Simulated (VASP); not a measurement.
Here is the system:

```
CELL_PARAMETERS angstrom
      3.77007     0.00000     0.00000
      0.00000     3.77007     0.00000
      0.00000     0.00000     4.63996
ATOMIC_POSITIONS crystal
  Sn 0.50000 0.00000 0.75242
  Sn 0.00000 0.50000 0.24758
  O  0.50000 0.50000 0.00000
  O  0.00000 0.00000 0.00000
```

Computed with LDA (Ceperley-Alder, Perdew-Zunger), VASP's LDA PAW potentials (set 64) (plane waves; VASP). Run with 620 eV cut-off, 8×8×7 Γ-centred mesh, first-order Methfessel-Paxton smearing of 0.10 eV, potentials Sn_d O.

Energy and stress use the plane-wave basis of the starting cell.

Task: The ions, cell shape and volume at an external pressure of 5.0 GPa are relaxed. Which structure does the run end with?

Result: 
```
CELL_PARAMETERS angstrom
      3.70536     0.00000     0.00000
      0.00000     3.70536     0.00000
      0.00000     0.00000     4.38999
ATOMIC_POSITIONS crystal
  Sn 0.50000 0.00000 0.73690
  Sn 0.00000 0.50000 0.26310
  O  0.50000 0.50000 0.00000
  O  0.00000 0.00000 0.00000
```
Space group P4/nmm (129), at a tolerance of 0.03 Å.

Task: How do energy and volume change from the first to the last step?

Result: The energy (σ→0) changes by +19.1 meV/atom and the volume by -8.6 %, in 10 ionic steps.

The compound is SnO in the litharge structure. This run relaxes it under an external pressure of 5 GPa. Symmetry was kept, so distortions that lower it aren't found.
